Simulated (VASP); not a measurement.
Here is the system:

```xyz
6
Lattice="4.4613 0.0000 0.0000 0.0000 4.4613 0.0000 0.0000 0.0000 2.9886" Properties=species:S:1:pos:R:3 pbc="T T T"
Mg     4.4613     0.0000     0.0000
Mg     2.2306     2.2306     1.4943
H      1.3567     1.3567     0.0000
H      3.5874     0.8739     1.4943
H      0.8739     3.5874     1.4943
H      3.1045     3.1045     0.0000
```

Level of theory: revTPSS meta-GGA, VASP's PBE PAW potentials (set 64) (plane waves; VASP 6.6.1). Settings: 520 eV cut-off, 6×6×8 Γ-centred mesh, tetrahedra with Blöchl corrections, potentials Mg H.

The path is coarsely sampled, so an indirect gap can come out somewhat too large.

Question: Give the energies of bands 1 to 7 at the high-symmetry points, in eV from the valence-band maximum.

Answer: 
| band | Γ | X | M | Z | R | A |
|---|---|---|---|---|---|---|
| 1 | -6.60 | -4.91 | -3.76 | -3.08 | -2.33 | -1.92 |
| 2 | -1.49 | -4.91 | -3.76 | -3.08 | -2.33 | -1.92 |
| 3 | -1.49 | -0.53 | -2.81 | -0.12 | -1.10 | -1.02 |
| 4 | -0.34 | -0.53 | -2.81 | -0.12 | -1.10 | -1.02 |
| 5 | 5.15 | 6.09 | 9.90 | 7.32 | 5.83 | 4.68 |
| 6 | 5.89 | 6.09 | 9.90 | 7.32 | 5.83 | 4.68 |
| 7 | 10.15 | 10.90 | 10.05 | 7.53 | 7.56 | 4.70 |

The gap is indirect, 4.43 eV, from the valence maximum at (0.17, 0.17, 0.00) to the conduction minimum at A-Z at 0.20.

The compound is MgH2 in the rutile structure. It was relaxed first.
